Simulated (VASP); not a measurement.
OSZICAR of a VASP run on PtS2 (1T layered):

OSZICAR:
```
...
DAV:   1    -0.154589880012E+02   -0.93314E-02   -0.17560E-01   868   0.379E+00    0.616E-01
DAV:   2    -0.154514395405E+02    0.75485E-02   -0.30846E-02   903   0.205E+00    0.400E-01
DAV:   3    -0.154502656449E+02    0.11739E-02   -0.21021E-03   917   0.532E-01    0.155E-01
DAV:   4    -0.154499645040E+02    0.30114E-03   -0.18610E-03   868   0.242E-01    0.721E-02
DAV:   5    -0.154499564589E+02    0.80451E-05   -0.58014E-05  1064   0.761E-02    0.555E-02
DAV:   6    -0.154499564138E+02    0.45155E-07   -0.24925E-05   994   0.362E-02    0.139E-02
DAV:   7    -0.154499539738E+02    0.24400E-05   -0.86251E-06   973   0.165E-02    0.388E-03
DAV:   8    -0.154499541095E+02   -0.13573E-06   -0.48333E-07   574   0.503E-03
   2 F= -.15449954E+02 E0= -.15449954E+02  d E =-.297253E-03
       N       E                     dE             d eps       ncg     rms          rms(c)
DAV:   1    -0.154511797352E+02   -0.12258E-02   -0.21632E-02   854   0.133E+00    0.218E-01
DAV:   2    -0.154502441081E+02    0.93563E-03   -0.37934E-03   910   0.715E-01    0.138E-01
DAV:   3    -0.154501023290E+02    0.14178E-03   -0.25894E-04   917   0.186E-01    0.521E-02
DAV:   4    -0.154500688141E+02    0.33515E-04   -0.22400E-04   889   0.843E-02    0.252E-02
DAV:   5    -0.154500696295E+02   -0.81541E-06   -0.65530E-06  1071   0.257E-02
   3 F= -.15450070E+02 E0= -.15450070E+02  d E =-.412773E-03
       N       E                     dE             d eps       ncg     rms          rms(c)
DAV:   1    -0.154525953468E+02   -0.25265E-02   -0.94566E-02   840   0.220E+00    0.334E-01
DAV:   2    -0.154511371261E+02    0.14582E-02   -0.88295E-03   931   0.100E+00    0.171E-01
DAV:   3    -0.154508688373E+02    0.26829E-03   -0.48664E-04  1057   0.248E-01    0.737E-02
DAV:   4    -0.154507780550E+02    0.90782E-04   -0.61165E-04   931   0.145E-01    0.377E-02
DAV:   5    -0.154507763252E+02    0.17298E-05   -0.41395E-05  1015   0.484E-02    0.202E-02
DAV:   6    -0.154507762164E+02    0.10877E-06   -0.72070E-06  1085   0.273E-02
   4 F= -.15450776E+02 E0= -.15450776E+02  d E =-.706587E-03
       N       E                     dE             d eps       ncg     rms          rms(c)
DAV:   1    -0.154690162325E+02   -0.18240E-01   -0.84776E-01   840   0.658E+00    0.101E+00
DAV:   2    -0.154559421825E+02    0.13074E-01   -0.78274E-02   924   0.299E+00    0.519E-01
DAV:   3    -0.154535258111E+02    0.24164E-02   -0.42931E-03  1050   0.731E-01    0.229E-01
DAV:   4    -0.154526754268E+02    0.85038E-03   -0.57412E-03   931   0.440E-01    0.115E-01
DAV:   5    -0.154526694174E+02    0.60094E-05   -0.38768E-04  1015   0.147E-01    0.608E-02
DAV:   6    -0.154526738514E+02   -0.44341E-05   -0.71256E-05  1094   0.845E-02    0.365E-02
DAV:   7    -0.154526701984E+02    0.36530E-05   -0.26752E-05  1001   0.460E-02    0.126E-02
DAV:   8    -0.154526705275E+02   -0.32912E-06   -0.30982E-06  1078   0.145E-02
   5 F= -.15452671E+02 E0= -.15452671E+02  d E =-.260090E-02
       N       E                     dE             d eps       ncg     rms          rms(c)
DAV:   1    -0.155189046455E+02   -0.66234E-01   -0.33235E+00   840   0.130E+01    0.206E+00
DAV:   2    -0.154684480452E+02    0.50457E-01   -0.30426E-01   931   0.589E+00    0.103E+00
DAV:   3    -0.154590381068E+02    0.94099E-02   -0.16660E-02  1050   0.143E+00    0.465E-01
DAV:   4    -0.154555058007E+02    0.35323E-02   -0.23146E-02   931   0.880E-01    0.230E-01
DAV:   5    -0.154554947783E+02    0.11022E-04   -0.15228E-03  1015   0.290E-01    0.122E-01
DAV:   6    -0.154555193465E+02   -0.24568E-04   -0.28973E-04  1073   0.168E-01    0.723E-02
DAV:   7    -0.154555107435E+02    0.86030E-05   -0.10271E-04  1015   0.888E-02    0.248E-02
DAV:   8    -0.154555134193E+02   -0.26758E-05   -0.13430E-05  1141   0.283E-02    0.209E-02
DAV:   9    -0.154555140739E+02   -0.65460E-06   -0.72642E-07   806   0.620E-03
   6 F= -.15455514E+02 E0= -.15455514E+02  d E =-.544444E-02
       N       E                     dE             d eps       ncg     rms          rms(c)
DAV:   1    -0.156939940688E+02   -0.23848E+00   -0.12791E+01   840   0.256E+01    0.425E+00
DAV:   2    -0.155081884332E+02    0.18581E+00   -0.11511E+00   938   0.114E+01    0.206E+00
DAV:   3    -0.154726181368E+02    0.35570E-01   -0.63543E-02  1078   0.275E+00    0.961E-01
DAV:   4    -0.154573658259E+02    0.15252E-01   -0.90993E-02   966   0.173E+00    0.466E-01
DAV:   5    -0.154574534940E+02   -0.87668E-04   -0.52985E-03  1029   0.540E-01    0.244E-01
DAV:   6    -0.154575475899E+02   -0.94096E-04   -0.10053E-03  1094   0.308E-01    0.136E-01
DAV:   7    -0.154575594570E+02   -0.11867E-04   -0.32553E-04  1029   0.154E-01    0.456E-02
DAV:   8    -0.154575743684E+02   -0.14911E-04   -0.45272E-05  1120   0.521E-02    0.381E-02
DAV:   9    -0.154575779807E+02   -0.36123E-05   -0.31501E-06   984   0.125E-02    0.132E-02
DAV:  10    -0.154575799626E+02   -0.19818E-05   -0.37297E-06   980   0.143E-02    0.634E-03
DAV:  11    -0.154575801166E+02   -0.15402E-06   -0.38377E-07   798   0.512E-03
   7 F= -.15457580E+02 E0= -.15457580E+02  d E =-.751049E-02
       N       E                     dE             d eps       ncg     rms          rms(c)
DAV:   1    -0.154611763922E+02   -0.35964E-02   -0.10565E-01   840   0.253E+00    0.386E-01
DAV:   2    -0.154586058685E+02    0.25705E-02   -0.13685E-02   931   0.130E+00    0.227E-01
DAV:   3    -0.154581924253E+02    0.41344E-03   -0.71414E-04  1036   0.306E-01    0.927E-02
DAV:   4    -0.154580630296E+02    0.12940E-03   -0.10597E-03   924   0.180E-01    0.465E-02
DAV:   5    -0.154580544694E+02    0.85602E-05   -0.38600E-05  1057   0.479E-02    0.370E-02
DAV:   6    -0.154580536415E+02    0.82794E-06   -0.52855E-06  1015   0.191E-02
   8 F= -.15458054E+02 E0= -.15458054E+02  d E =-.473525E-03
       N       E                     dE             d eps       ncg     rms          rms(c)
DAV:   1    -0.154864811734E+02   -0.28427E-01   -0.94211E-01   840   0.756E+00    0.116E+00
DAV:   2    -0.154637100800E+02    0.22771E-01   -0.12209E-01   931   0.389E+00    0.693E-01
DAV:   3    -0.154599857150E+02    0.37244E-02   -0.65004E-03  1036   0.920E-01    0.289E-01
DAV:   4    -0.154588007831E+02    0.11849E-02   -0.99268E-03   924   0.549E-01    0.141E-01
DAV:   5    -0.154587222216E+02    0.78562E-04   -0.38678E-04  1036   0.150E-01    0.109E-01
DAV:   6    -0.154587235957E+02   -0.13742E-05   -0.52306E-05  1015   0.619E-02    0.611E-02
DAV:   7    -0.154587255085E+02   -0.19127E-05   -0.40267E-05   973   0.525E-02    0.290E-02
DAV:   8    -0.154587259137E+02   -0.40518E-06   -0.32026E-06  1079   0.181E-02
   9 F= -.15458726E+02 E0= -.15458726E+02  d E =-.114580E-02
       N       E                     dE             d eps       ncg     rms          rms(c)
DAV:   1    -0.154602227690E+02   -0.14973E-02   -0.49919E-02   854   0.174E+00    0.267E-01
DAV:   2    -0.154589950850E+02    0.12277E-02   -0.65659E-03   931   0.901E-01    0.155E-01
DAV:   3    -0.154587954649E+02    0.19962E-03   -0.34882E-04  1022   0.214E-01    0.626E-02
DAV:   4    -0.154587337178E+02    0.61747E-04   -0.50425E-04   966   0.124E-01    0.320E-02
DAV:   5    -0.154587294794E+02    0.42384E-05   -0.17881E-05  1043   0.327E-02    0.254E-02
DAV:   6    -0.154587288901E+02    0.58927E-06   -0.24553E-06   852   0.134E-02
  10 F= -.15458729E+02 E0= -.15458729E+02  d E =-.114877E-02
       N       E                     dE             d eps       ncg     rms          rms(c)
DAV:   1    -0.154607158985E+02   -0.19864E-02   -0.11189E-01   840   0.230E+00    0.350E-01
DAV:   2    -0.154595954706E+02    0.11204E-02   -0.97953E-03   980   0.101E+00    0.177E-01
DAV:   3    -0.154593791722E+02    0.21630E-03   -0.42456E-04  1092   0.226E-01    0.790E-02
DAV:   4    -0.154593048234E+02    0.74349E-04   -0.57702E-04   966   0.136E-01    0.380E-02
DAV:   5    -0.154593029662E+02    0.18572E-05   -0.25454E-05  1029   0.349E-02    0.237E-02
DAV:   6    -0.154593030926E+02   -0.12638E-06   -0.39037E-06  1007   0.189E-02
  11 F= -.15459303E+02 E0= -.15459303E+02  d E =-.574203E-03
       N       E                     dE             d eps       ncg     rms          rms(c)
DAV:   1    -0.154727595985E+02   -0.13457E-01   -0.10031E+00   840   0.691E+00    0.108E+00
DAV:   2    -0.154628739715E+02    0.98856E-02   -0.87877E-02   980   0.304E+00    0.533E-01
DAV:   3    -0.154609422159E+02    0.19318E-02   -0.38728E-03  1085   0.678E-01    0.235E-01
DAV:   4    -0.154602504008E+02    0.69182E-03   -0.52533E-03   952   0.407E-01    0.114E-01
DAV:   5    -0.154602433745E+02    0.70263E-05   -0.22011E-04  1029   0.103E-01    0.720E-02
DAV:   6    -0.154602513153E+02   -0.79408E-05   -0.34232E-05  1023   0.559E-02    0.361E-02
DAV:   7    -0.154602496202E+02    0.16951E-05   -0.19947E-05  1001   0.370E-02    0.136E-02
DAV:   8    -0.154602496954E+02   -0.75220E-07   -0.20570E-06   805   0.136E-02
  12 F= -.15460250E+02 E0= -.15460250E+02  d E =-.152081E-02
       N       E                     dE             d eps       ncg     rms          rms(c)
DAV:   1    -0.154618778628E+02   -0.16282E-02   -0.12486E-01   840   0.243E+00    0.375E-01
DAV:   2    -0.154606246285E+02    0.12532E-02   -0.10962E-02   980   0.107E+00    0.183E-01
DAV:   3    -0.154603842046E+02    0.24042E-03   -0.47824E-04  1078   0.239E-01    0.800E-02
DAV:   4    -0.154603011434E+02    0.83061E-04   -0.63570E-04   952   0.142E-01    0.400E-02
DAV:   5    -0.154602995017E+02    0.16417E-05   -0.26976E-05  1036   0.363E-02    0.253E-02
DAV:   6    -0.154602997517E+02   -0.25001E-06   -0.44324E-06   973   0.200E-02
  13 F= -.15460300E+02 E0= -.15460300E+02  d E =-.157086E-02
```

### Question
Which electronic solver shows in the log?

### Answer
It is blocked Davidson (ALGO = Normal, or the opening steps of other solvers). The INCAR had ALGO = Normal.

### Question
Can the final energy be trusted as converged?

### Answer
Self-consistency was reached. It stopped with EDIFF = 1E-6, NELM = 100, NSW = 60 and EDIFFG = -0.02 after 13 ionic steps (PBE GGA, plane waves, VASP's PBE PAW potentials (set 64)). Energy and stress use the plane-wave basis of the starting cell. Without a dispersion term in the relaxation, distances and binding between the weakly bound layers, chains or molecules are unreliable, and so is what depends on them.

The compound is PtS2 in the 1T layered structure. This run relaxes it. Symmetry was kept, so distortions that lower it aren't found. The start is the result of an earlier pass.
